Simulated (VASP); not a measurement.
CdS (zinc blende): the LDA mean ε∞ (DFPT) against the volume, with the cell scaled uniformly; LDA's own equilibrium is at 23.903 Å³/atom. VASP (PAW), 400 eV cut-off, 13×13×13 Γ-centred mesh, Gaussian smearing of 0.010 eV, potentials Cd S.  Fit the value as a straight line in ln V.

```
V (Å³/atom)  LDA mean ε∞ (DFPT)
-----------  ------------------
21.751                     6.47
22.468                     6.51
23.185                     6.56
23.903                     6.64
24.62                      6.73
```

Fit the rows as the text says and predict the value at 25.337.

The slope against ln V is 2.09. The line misses the rows by up to 0.02 and gives 6.77 at 25.337. The run gave 6.84, +0.07 from the line, so the form doesn't hold that far.

Left out are failed runs and those whose mesh is unfit for this quantity.

The compound is CdS in the zinc blende structure, a metastable form; wurtzite is the usual one.
